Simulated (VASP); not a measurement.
Input of a VASP 6.6.1 run:

The input POSCAR:

```
GaB
1.0
    2.7182400000      0.0000000000      0.0000000000
    0.0000000000      2.7182400000      0.0000000000
    0.0000000000      0.0000000000      3.2362100000
Ga B
1 1
Direct
    0.5000000000      0.5000000000      0.5000000000
    0.0000000000      0.0000000000      0.0000000000
```

File INCAR.step1:

```
PREC     = Accurate       # precision mode
ENCUT    = 520            # plane-wave cutoff, eV
EDIFF    = 1E-6           # SCF threshold, eV
ISMEAR   = -1             # smearing method
SIGMA    = 0.05           # smearing width, eV
LREAL    = False          # projectors in reciprocal space
LASPH    = True           # aspherical terms in the spheres
NELM     = 60             # most SCF steps
ALGO     = Normal         # electronic algorithm
ISIF     = 2              # what is computed and relaxed
LWAVE    = False          # write WAVECAR
LCHARG   = True           # write CHGCAR
GGA      = RE             # functional
```

The input KPOINTS.step1:

```
regular mesh
0
Gamma
  10 10 8
```

The input INCAR.step2:

```
PREC     = Accurate       # precision mode
ENCUT    = 520            # plane-wave cutoff, eV
EDIFF    = 1E-6           # SCF threshold, eV
ISMEAR   = 0              # smearing method
SIGMA    = 0.05           # smearing width, eV
LREAL    = False          # projectors in reciprocal space
LASPH    = True           # aspherical terms in the spheres
NELM     = 60             # most SCF steps
ALGO     = Normal         # electronic algorithm
ISIF     = 2              # what is computed and relaxed
LWAVE    = False          # write WAVECAR
LCHARG   = False          # write CHGCAR
GGA      = RE             # functional
ICHARG   = 11             # starting density
```

KPOINTS.step2

```
path GXMGZRAZ,XR,MA
20
line-mode
reciprocal
 0.0000000000  0.0000000000  0.0000000000  G
 0.0000000000  0.5000000000  0.0000000000  X

 0.0000000000  0.5000000000  0.0000000000  X
 0.5000000000  0.5000000000  0.0000000000  M

 0.5000000000  0.5000000000  0.0000000000  M
 0.0000000000  0.0000000000  0.0000000000  G

 0.0000000000  0.0000000000  0.0000000000  G
 0.0000000000  0.0000000000  0.5000000000  Z

 0.0000000000  0.0000000000  0.5000000000  Z
 0.0000000000  0.5000000000  0.5000000000  R

 0.0000000000  0.5000000000  0.5000000000  R
 0.5000000000  0.5000000000  0.5000000000  A

 0.5000000000  0.5000000000  0.5000000000  A
 0.0000000000  0.0000000000  0.5000000000  Z

 0.0000000000  0.5000000000  0.0000000000  X
 0.0000000000  0.5000000000  0.5000000000  R

 0.5000000000  0.5000000000  0.0000000000  M
 0.5000000000  0.5000000000  0.5000000000  A
```

Potentials or basis: VASP PAW PBE potentials, release 64 (Ga_d, B).

The run is started by

```bash
$ cat potpaw_PBE.64/Ga_d/POTCAR potpaw_PBE.64/B/POTCAR > POTCAR
$ cp INCAR.step1 INCAR
$ cp KPOINTS.step1 KPOINTS
$ mpirun -np 1 vasp_std > vasp.out
$ cp INCAR.step2 INCAR
$ cp KPOINTS.step2 KPOINTS
$ mpirun -np 1 vasp_std > vasp.out
```

(1) Predict the band gap along the path.

## Answers

(1) none (metal or under the smearing width).

Caveat: the log is that of the step along the path at fixed density, whose energy, stress, charges and moments have no meaning.
